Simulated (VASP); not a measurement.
Output of a VASP run:

### OSZICAR
```
       N       E                     dE             d eps       ncg     rms          rms(c)
DAV:   1    -0.809969540099E+02   -0.80997E+02   -0.48482E-04  2504   0.100E+00    0.107E-01
DAV:   2    -0.809974215820E+02   -0.46757E-03   -0.30925E-03  2372   0.241E+00    0.194E-01
DAV:   3    -0.809966033918E+02    0.81819E-03   -0.12784E-03  2212   0.148E+00    0.799E-03
DAV:   4    -0.809966094548E+02   -0.60630E-05   -0.38482E-05  2528   0.357E-02    0.426E-03
DAV:   5    -0.809966100769E+02   -0.62207E-06   -0.23329E-06  1384   0.263E-02
   1 F= -.80996610E+02 E0= -.80994747E+02  d E =-.558782E-02
```

**OUTCAR**
```
------------------------ aborting loop because EDIFF is reached ----------------------------------------
  FORCE on cell =-STRESS in cart. coord.  units (eV):
  Direction    XX          YY          ZZ          XY          YZ          ZX
  --------------------------------------------------------------------------------------
  Total       -7.5525344     -7.5525331     -1.3278820     -0.0000008      0.0000000     -0.0000000
  in kB      -19.7673579    -19.7673546     -3.4754848     -0.0000022      0.0000000     -0.0000000
  external PRESSURE =     -14.3367324 kB  Pullay stress =       0.0000000 kB
  volume of cell :      612.15
      direct lattice vectors                 reciprocal lattice vectors
     5.255429626  0.000000000  0.000000000     0.190279401  0.109857852  0.000000000
    -2.627714317  4.551335177  0.000000000     0.000000000  0.219715745  0.000000000
     0.000000000  0.000000000 25.592200275     0.000000000  0.000000000  0.039074405
 POSITION                                       TOTAL-FORCE (eV/Angst)
 -----------------------------------------------------------------------------------
      3.97679      0.73822      8.55052         0.004284     -0.002473      0.008970
      2.62771      3.07489      8.55052         0.000000      0.004947      0.008970
      1.27864      0.73822      8.55052        -0.004284     -0.002473      0.008970
     -1.31030      3.79073     10.65621        -0.010031      0.005791     -0.004830
      0.00000      1.52122     10.65621        -0.000000     -0.011582     -0.004830
      1.31030      3.79073     10.65621         0.010031      0.005791     -0.004830
      1.31386      2.27567     12.79610         0.000000     -0.000000      0.000000
      2.62771      0.00000     12.79610         0.000000     -0.000000      0.000000
     -1.31386      2.27567     12.79610         0.000000     -0.000000      0.000000
      3.93801      0.76061     14.93599         0.010031     -0.005791      0.004830
      2.62771      3.03012     14.93599         0.000000      0.011582      0.004830
      1.31741      0.76061     14.93599        -0.010031     -0.005791      0.004830
     -1.34907      3.81311     17.04168        -0.004284      0.002473     -0.008970
      0.00000      1.47644     17.04168        -0.000000     -0.004947     -0.008970
      1.34908      3.81311     17.04168         0.004284      0.002473     -0.008970
     -0.00000      3.03422      8.46955         0.000000     -0.000000      0.018503
      2.62772      1.51711     10.67322         0.000000     -0.000000     -0.007719
      0.00000      0.00000     12.79610         0.000000     -0.000000      0.000000
     -0.00000      3.03422     14.91898         0.000000     -0.000000      0.007719
      2.62772      1.51711     17.12265         0.000000     -0.000000     -0.018503
 -----------------------------------------------------------------------------------
    total drift:                                0.000000      0.000000      0.000000
  FREE ENERGIE OF THE ION-ELECTRON SYSTEM (eV)
  ---------------------------------------------------
  free  energy   TOTEN  =       -80.9966100769 eV

  energy  without entropy=      -80.9910222519  energy(sigma->0) =      -80.99474747

 total charge

# of ion       s       p       d       tot
------------------------------------------
    1        0.433   0.292   9.195   9.920
    2        0.433   0.292   9.195   9.920
    3        0.433   0.292   9.195   9.920
    4        0.418   0.365   9.201   9.984
    5        0.418   0.365   9.201   9.984
    6        0.418   0.365   9.201   9.984
    7        0.422   0.382   9.191   9.995
    8        0.422   0.382   9.191   9.995
    9        0.422   0.382   9.191   9.995
   10        0.418   0.365   9.201   9.984
   11        0.418   0.365   9.201   9.984
   12        0.418   0.365   9.201   9.984
   13        0.433   0.292   9.195   9.920
   14        0.433   0.292   9.195   9.920
   15        0.433   0.292   9.195   9.920
   16        0.672   0.360   8.679   9.711
   17        0.659   0.491   8.670   9.819
   18        0.655   0.502   8.661   9.818
   19        0.659   0.491   8.670   9.819
   20        0.672   0.360   8.679   9.711
--------------------------------------------------
tot          9.687   7.295 181.303 198.286
```
(Selected blocks of OUTCAR.)

**POSCAR**
```
Cu3Au(111) slab
1
    5.2554296257     0.0000000000     0.0000000000
   -2.6277143174     4.5513351772     0.0000000000
    0.0000000000     0.0000000000    25.5922002748
Cu Au
15 5
Direct
  0.8378005904   0.1621994096   0.3341063138
  0.8378005904   0.6756021808   0.3341063138
  0.3243978192   0.1621994096   0.3341063138
  0.1671180290   0.8328819710   0.4163849757
  0.1671180290   0.3342350580   0.4163849757
  0.6657649420   0.8328819710   0.4163849757
  0.5000000000   0.5000000000   0.5000000000
  0.5000000000   0.0000000000   0.5000000000
  0.0000000000   0.5000000000   0.5000000000
  0.8328819710   0.1671180290   0.5836150243
  0.8328819710   0.6657649420   0.5836150243
  0.3342350580   0.1671180290   0.5836150243
  0.1621994096   0.8378005904   0.6658936862
  0.1621994096   0.3243978192   0.6658936862
  0.6756021808   0.8378005904   0.6658936862
  0.3333330000   0.6666670000   0.3309426281
  0.6666670000   0.3333330000   0.4170498251
  0.0000000000   0.0000000000   0.5000000000
  0.3333330000   0.6666670000   0.5829501749
  0.6666670000   0.3333330000   0.6690573719
```

Problem. Write an INCAR and KPOINTS that could have produced this output.

Solution. One answer among several that fit: the input of the run itself, PBEsol GGA, plane waves, VASP's PBE PAW potentials (set 64).

**INCAR**
```
! general
SYSTEM   =  Cu3Au(111) slab
PREC     =  Normal
ENCUT    =  400   ! plane-wave cut-off (eV)
LREAL    =  Auto   ! projection in real space or not
LASPH    =  .True.   ! aspherical one-centre terms

! electronic loop
EDIFF    =  1E-6
NELM     =  100   ! most electronic steps
NELMIN   =  4
ALGO     =  Normal   ! blocked Davidson
LMAXMIX  =  6

! smearing
ISMEAR   =  1
SIGMA    =  0.1   ! width (eV)

! functional
GGA      =  PS   ! PBEsol

! output
LWAVE    =  .False.
LCHARG   =  .False.
LORBIT   =  11
LVHAR    =  .True.

! other
LDIPOL   =  .True.
IDIPOL   =  3
DIPOL    =  0.5 0.5 0.5
```

**KPOINTS**
```
kpoints
0
Gamma
 6 6 1
0 0 0
```

POTCAR, in this order: Cu Au (PBE.64 set). Program: vasp_std. Read from the step before: WAVECAR.

The cell is a thin slab with vacuum, built from Cu3Au (L1_2): (111) face.
